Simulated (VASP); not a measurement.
VASP runs on LaTe2 (space group P4/nmm) share one base input (PBEsol GGA, plane waves, VASP's PBE PAW potentials (set 64)) and change the settings named in each case.

KPOINTS:
```
Regular mesh
0
gamma
  5 5 3
```

INCAR:
```
SYSTEM = LaTe2
PREC = Accurate
ENCUT = 300
EDIFF = 1E-6
NELM = 100
ALGO = Normal
LREAL = .FALSE.
LASPH = .TRUE.
ISMEAR = -1
SIGMA = 0.136
GGA = PS
LMAXMIX = 6
LWAVE = .FALSE.
LCHARG = .FALSE.
ISIF = 2
```

POSCAR:
```
LaTe2
1
    4.5560000000     0.0000000000     0.0000000000
    0.0000000000     4.5560000000     0.0000000000
    0.0000000000     0.0000000000     9.1760000000
Te La
4 2
Direct
  0.0000000000   0.0000000000   0.0000000000
  0.5000000000   0.5000000000   0.0000000000
  0.5000000000   0.0000000000   0.6380000000
  0.0000000000   0.5000000000   0.3620000000
  0.5000000000   0.0000000000   0.2750000000
  0.0000000000   0.5000000000   0.7250000000
```

POTCAR, in this order: Te La (PBE.64 set). Program: vasp_std.

```
change                                                                                                                                                              E(σ→0) (eV/atom)  pressure (GPa)  −TS (eV)
------------------------------------------------------------------------------------------------------------------------------------------------------------------  ----------------  --------------  --------
base run                                                                                                                                                                     -5.5441           -2.03   -0.0791
GGA removed, POTCAR Te La (LDA.64 set)                                                                                                                                       -5.8106               …         …
GGA_COMPAT = .FALSE., LNONCOLLINEAR = .TRUE., LSORBIT = .TRUE., MAGMOM = 0.0 0.0 0.0 0.0 0.0 0.0 0.0 0.0 0.0 0.0 0.0 0.0 0.0 0.0 0.0 0.0 0.0 0.0, program vasp_ncl           -5.7146           -1.98   -0.0659
KPOINTS 4×4×2 Γ-centred mesh                                                                                                                                                 -5.5333               …         …
```

Problem. Some entries are withheld; supply them.

Solution. 
- GGA removed, POTCAR Te La (LDA.64 set), pressure (GPa): -3.32
- GGA removed, POTCAR Te La (LDA.64 set), −TS (eV): -0.0815
- KPOINTS 4×4×2 Γ-centred mesh, pressure (GPa): -2.04
- KPOINTS 4×4×2 Γ-centred mesh, −TS (eV): -0.0735

Energies of different potentials or functionals have different zeros.  Unless said otherwise, spin-orbit coupling is left out, though it shifts the bands of the heavy elements here. At 300 eV the pressure can carry a Pulay error.

Left out are runs that ran out of time, are held back, or changed the cell or the kind of run, fixed moments of cells without a moment, rows past the twelfth, gaps on odd meshes, pressures of charged cells and columns that move by less than the noise.

The structure comes from a measured LaTe2 entry of the Crystallography Open Database, whose conditions weren't checked. The cell was not relaxed at this level.
